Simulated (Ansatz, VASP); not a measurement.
# PbO in two plane-wave programs, part 2 of 3

Aim: how closely do two programs agree when they are given the same cell, functional and k mesh?  Valence electrons are named where the data sets of a main pair hold unlike numbers.

VASP 6.6.1 and Ansatz 0.2.0.

So far. Step 2 (VASP: band structure, LDA): The run ends at a pressure of -2.94 GPa, with forces up to 0.47 eV/Å.

### Step 6. VASP: band structure, LDA, spin-orbit coupling

Level of this step: LDA, spin-orbit coupling; plane waves and PAW (Pb_d, O) (VASP).

Levels along a path test the potential and the projectors away from the mesh points.

INCAR reads:

```
SYSTEM = PbO
PREC = Accurate
ENCUT = 460
EDIFF = 1E-06
NELM = 100
ISMEAR = 0
SIGMA = 0.03
LREAL = .FALSE.
ALGO = Normal
GGA = CA
LNONCOLLINEAR = .TRUE.
MAGMOM = 0 0 0 0 0 0 0 0 0 0 0 0
NBANDS = 52
GGA_COMPAT = .FALSE.
LASPH = .TRUE.
LSORBIT = .TRUE.
LORBIT = 11
LWAVE = .FALSE.
LCHARG = .FALSE.
KPAR = 4
```

POSCAR reads:

```
PbO
1.0
    3.9600000000      0.0000000000      0.0000000000
    0.0000000000      3.9600000000      0.0000000000
    0.0000000000      0.0000000000      5.0700000000
Pb O
2 2
Direct
    0.5000000000      0.0000000000      0.7614860000
    0.0000000000      0.5000000000      0.2385140000
    0.5000000000      0.5000000000      0.0000000000
    0.0000000000      0.0000000000      0.0000000000
```

KPOINTS reads:

```
Automatic mesh
0
Gamma
6 6 4
0 0 0
```

KPOINTS_OPT reads:

```
Line mode
10
Line-mode
Reciprocal
  0.00000000   0.00000000   0.00000000 GAMMA
  0.00000000   0.50000000   0.00000000 X

  0.00000000   0.50000000   0.00000000 X
  0.50000000   0.50000000   0.00000000 M

  0.50000000   0.50000000   0.00000000 M
  0.00000000   0.00000000   0.00000000 GAMMA

  0.00000000   0.00000000   0.00000000 GAMMA
  0.00000000   0.00000000   0.50000000 Z

  0.00000000   0.00000000   0.50000000 Z
  0.00000000   0.50000000   0.50000000 R

  0.00000000   0.50000000   0.50000000 R
  0.50000000   0.50000000   0.50000000 A

  0.50000000   0.50000000   0.50000000 A
  0.00000000   0.00000000   0.50000000 Z

  0.00000000   0.50000000   0.00000000 X
  0.00000000   0.50000000   0.50000000 R

  0.50000000   0.50000000   0.00000000 M
  0.50000000   0.50000000   0.50000000 A
```

The projector-augmented-wave data sets are Pb_d and O (LDA family, release 64).

Command:

```bash
$ mpirun -np 4 vasp_ncl
```

Numbers of over 12 decimals in the logs are rounded to 6 here.

The log of the run:

```text
[... set-up lines as in an earlier step ...]
 entering main loop
       N       E                     dE             d eps       ncg     rms          rms(c)
DAV:   1     0.522673118683E+03    0.52267E+03   -0.17511E+04  3120   0.170E+03
DAV:   2     0.601450002449E+02   -0.46253E+03   -0.43672E+03  3264   0.493E+02
DAV:   3    -0.235088664255E+02   -0.83654E+02   -0.79303E+02  3916   0.235E+02
DAV:   4    -0.292835797454E+02   -0.57747E+01   -0.56990E+01  4076   0.643E+01
[...]
DAV:  13    -0.251611575970E+02    0.27733E-04   -0.93515E-05  4644   0.130E-01    0.149E-02
DAV:  14    -0.251611575416E+02    0.55355E-07   -0.23507E-05  4080   0.361E-02    0.636E-03
DAV:  15    -0.251611573641E+02    0.17753E-06   -0.29800E-07  1936   0.511E-03
   1 F= -.25161157E+02 E0= -.25161157E+02  d E =-.414047E-24  mag=     0.0000    -0.0000     0.0000
 Start KPOINTS_OPT (optional k-point list driver)
k-point batch [1-30\90]
       N       E                     dE             ncg
DAV:   1     0.821905092589E+04   -0.12312E+05     3120
DAV:   2    -0.502925296525E+04   -0.13248E+05     3164
DAV:   3    -0.731141702556E+04   -0.22822E+04     3784
DAV:   4    -0.749986908497E+04   -0.18845E+03     4120
[...]
DAV:   8    -0.750519528101E+04   -0.38708E-03     4328
DAV:   9    -0.750519528820E+04   -0.71884E-05     3436
DAV:  10    -0.750519528864E+04   -0.43743E-06     2392
[...]
k-point batch [61-90\90]
       N       E                     dE             ncg
DAV:   1     0.812922326469E+04   -0.23984E+05     3120
DAV:   2    -0.512576191162E+04   -0.13255E+05     3236
DAV:   3    -0.735474842236E+04   -0.22290E+04     3808
DAV:   4    -0.752650486659E+04   -0.17176E+03     4056
[...]
DAV:   8    -0.753165492281E+04   -0.24483E-03     4252
DAV:   9    -0.753165492772E+04   -0.49106E-05     3128
DAV:  10    -0.753165492811E+04   -0.38787E-06     2136
```

Parts of OUTCAR (step 6):

```text
  Total       -1.4835087     -1.4835087     -1.6547706      0.0000000      0.0000000      0.0000000
  in kB      -29.8952610    -29.8952610    -33.3464833      0.0000000      0.0000000      0.0000000
  external PRESSURE =     -31.0456684 kB  Pullay stress =       0.0000000 kB

 POSITION                                       TOTAL-FORCE (eV/Angst)
 -----------------------------------------------------------------------------------
      1.98000      0.00000      3.86073        -0.000000      0.000000      0.445198
      0.00000      1.98000      1.20927         0.000000      0.000000     -0.445198
      1.98000      1.98000      0.00000         0.000000      0.000000      0.000000
      0.00000      0.00000      0.00000        -0.000000     -0.000000      0.000000
 -----------------------------------------------------------------------------------
    total drift:                                0.000000      0.000000      0.000000

  FREE ENERGIE OF THE ION-ELECTRON SYSTEM (eV)
  ---------------------------------------------------
  free  energy   TOTEN  =       -25.1611573641 eV

  energy  without entropy=      -25.1611573641  energy(sigma->0) =      -25.16115736

 magnetization (x)
# of ion       s       p       d       tot
------------------------------------------
    1        0.000   0.000   0.000   0.000
    2        0.000   0.000   0.000   0.000
    3       -0.000   0.000   0.000  -0.000
    4       -0.000  -0.000   0.000  -0.000
--------------------------------------------------
tot         -0.000  -0.000   0.000  -0.000

 magnetization (y)
# of ion       s       p       d       tot
------------------------------------------
    1        0.000   0.000   0.000   0.000
    2        0.000   0.000   0.000   0.000
    3        0.000   0.000   0.000   0.000
    4        0.000   0.000   0.000   0.000
--------------------------------------------------
tot          0.000   0.000   0.000   0.000

 magnetization (z)
# of ion       s       p       d       tot
------------------------------------------
    1        0.000   0.000   0.000   0.000
    2        0.000   0.000   0.000   0.000
    3        0.000  -0.000   0.000  -0.000
    4        0.000  -0.000   0.000  -0.000
--------------------------------------------------
tot          0.000  -0.000   0.000  -0.000

[... 1 part as in an earlier step ...]

[... 2 further parts left out ...]
[key lines of the parts left out:]
E-fermi :   5.0088
```

VASP adds spin-orbit coupling inside the spheres on scalar-relativistic partial waves, which describe the 6p1/2 states imperfectly, so such gaps can be off by a tenth of an eV or more.

### Step 7. Ansatz: band structure, LDA, spin-orbit coupling

The same cell, functional (in two slightly different forms), mesh and smearing now go to Ansatz, which takes its cutoff from its data sets.

The cell is taken from a series of VASP runs on this material, whose earlier steps may have relaxed, scaled or displaced it; both programs get it as it stands.

input.yaml reads:

```yaml
crystal:
  lattice:
    - [3.96, 0.0, 0.0]
    - [0.0, 3.96, 0.0]
    - [0.0, 0.0, 5.07]
  atoms:
    - { symbol: Pb, position: [0.5, 0.0, 0.761486] }
    - { symbol: Pb, position: [0.0, 0.5, 0.238514] }
    - { symbol: O, position: [0.5, 0.5, 0.0] }
    - { symbol: O, position: [0.0, 0.0, 0.0] }
hamiltonian:
  xc: lda
  pseudopotentials: { kind: paw_fr }
magnetization:
  noncollinear: true
  spin_orbit: true
kpoints:
  mp_grid: { grid: [6, 6, 4] }
  band_path:
    path:
      - [0.0, 0.0, 0.0]
      - [0.0, 0.16667, 0.0]
      - [0.0, 0.33333, 0.0]
      - [0.0, 0.5, 0.0]
      - [0.11111, 0.5, 0.0]
      - [0.27778, 0.5, 0.0]
      - [0.44444, 0.5, 0.0]
      - [0.5, 0.5, 0.0]
      - [0.44444, 0.44444, 0.0]
      - [0.27778, 0.27778, 0.0]
      - [0.11111, 0.11111, 0.0]
      - [0.05556, 0.05556, 0.0]
      - [0.0, 0.0, 0.0]
      - [0.0, 0.0, 0.16667]
      - [0.0, 0.0, 0.33333]
      - [0.0, 0.0, 0.5]
      - [0.0, 0.11111, 0.5]
      - [0.0, 0.33333, 0.5]
      - [0.0, 0.5, 0.5]
      - [0.11111, 0.5, 0.5]
      - [0.27778, 0.5, 0.5]
      - [0.44444, 0.5, 0.5]
      - [0.44444, 0.44444, 0.5]
      - [0.27778, 0.27778, 0.5]
      - [0.11111, 0.11111, 0.5]
      - [0.0, 0.5, 0.0]
      - [0.0, 0.5, 0.16667]
      - [0.0, 0.5, 0.33333]
      - [0.0, 0.5, 0.5]
      - [0.5, 0.5, 0.11111]
      - [0.5, 0.5, 0.27778]
      - [0.5, 0.5, 0.5]
    npoints: 1
scf:
  occupations: { method: gaussian, width: 0.03 }
  n_extra_bands: 16
output:
  forces: true
  stress: true
  eigenvalues: true
  write_density: true
  write_potential: true
  elf: true
  volumetric_format: npy
```

Command:

```bash
$ ansatz run input.yaml --threads 2 --pin off --max-ram 4608MiB --backend cpu --events-out ev --progress --plain --runs-dir out
```

The log of the run:

```text
[...]
non-collinear run that drives no moment, with spin-orbit: no starting moment large enough to seed its density (crystal.atoms[].spin), no starting occupations that ask for one, no magnetisation constraint and no magnetic field, so the semilocal B_xc is pinned to zero
Crystal: 4 atoms, lattice volume = 79.506 Å³
Basis set: ecut = 420 eV, 1577 PW (Γ)
[...]
k-point 1: bands = [... 36 lower, 6.5038, 6.5038, 7.6644, 7.6644, 9.9148, 9.9148, 11.8834, 11.8834, ... 12 higher]
  k-point 2: bands = [... 36 lower, 6.4931, 6.4931, 7.0056, 7.0056, 9.8173, 9.8173, 11.5784, 11.5784, ... 12 higher]
  k-point 29: bands = [... 36 lower, 7.0468, 7.0468, 7.0468, 7.0468, 11.2485, 11.2485, 11.2485, 11.2485, ... 12 higher]
[key lines of the parts left out:]
SCF converged after 8 iterations
Magnetization: |M| = 0.0000 μB,  M = (+0.0000, +0.0000, +0.0000) μB
Free energy (F): -24387.867589 eV
Fermi energy:    8.617372 eV
P = ⅓ Tr σ = -3.0521 GPa (-30.521 kbar)
```

The job ended after 52 s (2 threads of Arm Neoverse N1, shared host; peak memory 0.58 GiB).

### Step 8. Side by side

What differs besides the data sets and the points named for the pairs above, as far as they apply: spin-orbit coupling enters by fully relativistic files in Ansatz and inside the spheres in VASP. Total energies have different zeros and are not compared.

The two programs side by side:

```csv
quantity,Ansatz,VASP,difference
pressure (GPa),-3.05,-3.10,+0.05
pressure without Ansatz's Pulay correction (GPa),-3.47,-3.10,-0.37
gap over the path points (eV),1.055,1.055,0.000
```

Forces (eV/Å; atoms numbered as in POSCAR):

```csv
atom,"Ansatz x, y, z","VASP x, y, z"
Pb1,"0.000, 0.000, 0.505","0.000, 0.000, 0.445"
Pb2,"0.000, 0.000, -0.505","0.000, 0.000, -0.445"
O3,"0.000, 0.000, 0.000","0.000, 0.000, 0.000"
O4,"0.000, 0.000, 0.000","0.000, 0.000, 0.000"
```

Levels at points of the path, from each program's valence-band top (eV; 8 filled, then empty):

```csv
k (reciprocal lattice),Ansatz,VASP
0.000 0.000 0.000,-1.79 -1.79 -1.75 -1.75 -1.58 -1.58 0.00 0.00 2.16 2.16 4.21 4.21 5.16 5.16,-1.78 -1.78 -1.77 -1.77 -1.59 -1.59 0.00 0.00 2.19 2.19 4.39 4.39 5.19 5.19
0.000 0.167 0.000,-2.32 -2.32 -1.85 -1.85 -1.79 -1.79 -0.05 -0.05 2.79 2.79 3.74 3.74 4.90 4.90,-2.31 -2.31 -1.85 -1.85 -1.80 -1.80 -0.04 -0.04 2.84 2.84 3.81 3.81 4.97 4.97
0.000 0.333 0.000,-2.82 -2.82 -2.34 -2.34 -2.16 -2.16 -0.68 -0.68 3.03 3.03 3.44 3.44 5.14 5.14,-2.82 -2.82 -2.35 -2.35 -2.17 -2.17 -0.68 -0.68 3.06 3.06 3.47 3.47 5.21 5.21
0.000 0.500 0.000,-2.99 -2.99 -2.99 -2.99 -1.74 -1.74 -1.74 -1.74 3.15 3.15 3.15 3.15 5.86 5.86,-3.00 -3.00 -3.00 -3.00 -1.75 -1.75 -1.75 -1.75 3.17 3.17 3.17 3.17 5.94 5.94
0.111 0.500 0.000,-2.77 -2.77 -2.72 -2.72 -1.73 -1.73 -1.62 -1.62 2.98 2.98 3.05 3.05 5.21 5.21,-2.78 -2.78 -2.73 -2.73 -1.73 -1.73 -1.63 -1.63 3.00 3.00 3.07 3.07 5.29 5.29
0.278 0.500 0.000,-2.23 -2.23 -2.07 -2.07 -1.51 -1.51 -1.36 -1.36 2.11 2.11 2.17 2.17 4.86 4.86,-2.22 -2.22 -2.08 -2.08 -1.51 -1.51 -1.36 -1.36 2.12 2.12 2.18 2.18 4.90 4.90
0.444 0.500 0.000,-1.81 -1.81 -1.77 -1.77 -1.10 -1.10 -1.09 -1.09 1.12 1.12 1.19 1.19 5.00 5.00,-1.80 -1.80 -1.76 -1.76 -1.10 -1.10 -1.09 -1.09 1.12 1.12 1.18 1.18 5.00 5.00
0.500 0.500 0.000,-1.77 -1.77 -1.77 -1.77 -1.04 -1.04 -1.04 -1.04 1.05 1.05 1.05 1.05 5.08 5.08,-1.76 -1.76 -1.76 -1.76 -1.05 -1.05 -1.05 -1.05 1.05 1.05 1.05 1.05 5.07 5.07
0.444 0.444 0.000,-1.94 -1.94 -1.67 -1.67 -1.22 -1.22 -1.06 -1.06 1.19 1.19 1.29 1.29 4.96 4.96,-1.93 -1.93 -1.66 -1.66 -1.23 -1.23 -1.06 -1.06 1.19 1.19 1.29 1.29 4.96 4.96
0.278 0.278 0.000,-2.89 -2.89 -2.66 -2.66 -1.24 -1.24 -0.73 -0.73 2.59 2.59 2.88 2.88 4.42 4.42,-2.89 -2.89 -2.68 -2.68 -1.24 -1.24 -0.72 -0.72 2.60 2.60 2.91 2.91 4.46 4.46
```

The forces differ by 24 meV/Å r.m.s., which is 13.4 % of the r.m.s. force of 0.182 eV/Å (both taken over all components). Among the levels compared at these points, filled levels agree within 20 meV and empty ones within 175 meV. Ansatz's pressure holds a Pulay correction of 0.42 GPa; VASP's holds none.

### Step 9. What the set-up changes

Further runs change the set-up of one program: Ansatz's method, potentials or start, or VASP's data sets, cutoff or form of LDA. The table gives Ansatz less VASP for each quantity, since a change that brings one quantity closer may part another.

```csv
run,r.m.s. force difference (meV/Å),pressure (GPa),gap over the path points (eV),pressure without Ansatz's Pulay correction (GPa)
as above,24,0.052,5.0e-4,-0.37
cores kept as stored,23,0.067,-0.0012,-0.32
Ansatz's larger PAW set (cutoff 900 eV),20,0.13,0.0057,0.061
```

### Step 10. VASP: band structure, r2SCAN, spin-orbit coupling

Levels along a path test the potential and the projectors away from the mesh points.

Edit INCAR of step 6 so:

```diff
@@ -9,3 +9,4 @@
 ALGO = Normal
-GGA = CA
+METAGGA = R2SCAN
+LASPH = .TRUE.
 LNONCOLLINEAR = .TRUE.
@@ -14,3 +15,2 @@
 GGA_COMPAT = .FALSE.
-LASPH = .TRUE.
 LSORBIT = .TRUE.
```

POSCAR is that of step 6.

KPOINTS is that of step 6.

KPOINTS_OPT is that of step 6.

Potentials, in the order of the species: Pb_d and O (PBE family, release 64).

Command:

```bash
$ mpirun -np 4 vasp_ncl
```

The log of the run:

```text
[banner, memory and clock lines left out]
running    4 mpi-ranks, on    1 nodes
[...]
|                                                                             |
|               ----> ADVICE to this user running VASP <----                  |
|                                                                             |
|     You enforced a specific xc type in the INCAR file but a different       |
|     [... a line on the potential file left out ...]
|     I HOPE YOU KNOW WHAT YOU ARE DOING!                                     |
|                                                                             |

 LDA part: xc-table for (None), standard interpolation
 POSCAR, INCAR and KPOINTS ok, starting setup
[...]
entering main loop
       N       E                     dE             d eps       ncg     rms          rms(c)
DAV:   1     0.424040756761E+03    0.42404E+03   -0.17873E+04  3120   0.174E+03
DAV:   2    -0.535438601393E+02   -0.47758E+03   -0.45068E+03  3280   0.504E+02
[...]
DAV:  14    -0.130223166798E+03    0.35790E-05   -0.52407E-05  4196   0.701E-02    0.955E-03
DAV:  15    -0.130223166930E+03   -0.13254E-06   -0.18658E-06  2880   0.213E-02
   1 F= -.13022317E+03 E0= -.13022317E+03  d E =-.434085E-17  mag=    -0.0000    -0.0000    -0.0000
 Start KPOINTS_OPT (optional k-point list driver)
k-point batch [1-30\90]
       N       E                     dE             ncg
DAV:   1     0.836137488662E+04   -0.12170E+05     3120
DAV:   2    -0.538662065933E+04   -0.13748E+05     3200
DAV:   3    -0.777331991389E+04   -0.23867E+04     3756
DAV:   4    -0.796446137187E+04   -0.19114E+03     4044
[...]
DAV:   8    -0.797037156117E+04   -0.36739E-03     4496
DAV:   9    -0.797037156714E+04   -0.59674E-05     3308
DAV:  10    -0.797037156754E+04   -0.39689E-06     2328
[...]
k-point batch [61-90\90]
       N       E                     dE             ncg
DAV:   1     0.827043026552E+04   -0.23842E+05     3120
DAV:   2    -0.545722934443E+04   -0.13728E+05     3224
DAV:   3    -0.781292531233E+04   -0.23557E+04     3820
DAV:   4    -0.799079051359E+04   -0.17787E+03     3976
[...]
DAV:   8    -0.799648006283E+04   -0.26862E-03     4364
DAV:   9    -0.799648006765E+04   -0.48250E-05     3144
DAV:  10    -0.799648006800E+04   -0.34791E-06     2104
```

OUTCAR, selected parts (step 10):

```text
  Total        0.4585959      0.4585959     -0.0343958      0.0000000      0.0000000      0.0000000
  in kB        9.2414994      9.2414994     -0.6931351      0.0000000      0.0000000      0.0000000
  external PRESSURE =       5.9299545 kB  Pullay stress =       0.0000000 kB

 POSITION                                       TOTAL-FORCE (eV/Angst)
 -----------------------------------------------------------------------------------
      1.98000      0.00000      3.86073        -0.000000      0.000000      0.192033
      0.00000      1.98000      1.20927         0.000000      0.000000     -0.192033
      1.98000      1.98000      0.00000         0.000000     -0.000000      0.000000
      0.00000      0.00000      0.00000        -0.000000      0.000000      0.000000
 -----------------------------------------------------------------------------------
    total drift:                                0.000000      0.000000      0.000000

  FREE ENERGIE OF THE ION-ELECTRON SYSTEM (eV)
  ---------------------------------------------------
  free  energy   TOTEN  =      -130.2231669303 eV

  energy  without entropy=     -130.2231669303  energy(sigma->0) =     -130.22316693

 magnetization (x)
# of ion       s       p       d       tot
------------------------------------------
    1        0.000   0.000   0.000   0.000
    2        0.000   0.000   0.000   0.000
    3       -0.000  -0.000   0.000  -0.000
    4        0.000  -0.000   0.000  -0.000
--------------------------------------------------
tot         -0.000  -0.000   0.000  -0.000

 magnetization (y)
# of ion       s       p       d       tot
------------------------------------------
    1        0.000   0.000  -0.000   0.000
    2        0.000   0.000  -0.000   0.000
    3        0.000   0.000   0.000   0.000
    4        0.000   0.000   0.000   0.000
--------------------------------------------------
tot          0.000   0.000  -0.000   0.000

 magnetization (z)
# of ion       s       p       d       tot
------------------------------------------
    1        0.000   0.000   0.000   0.000
    2        0.000   0.000   0.000   0.000
    3        0.000   0.000   0.000   0.000
    4        0.000  -0.000   0.000  -0.000
--------------------------------------------------
tot          0.000   0.000   0.000   0.000

[... 2 parts as in an earlier step ...]

[... 1 further part left out ...]
[key lines of the parts left out:]
E-fermi :   5.0794
```

The PAW data sets were made with PBE, which is usual practice but a small mismatch for other functionals.

(Part 2 of 3 ends here.)

[Lines on the potential files, build, host, timing and source positions are cut from VASP's logs without a mark.]

[Logs are printed without paths, hosts, clocks, repeated set-up lines and the standing remarks that a program may print on its own settings, such as how far it seeks lower states.]

[Hosts, paths, dates, database ids (printed as entryN), source tags and the programs' standing remarks are cut or masked in the printed files.]
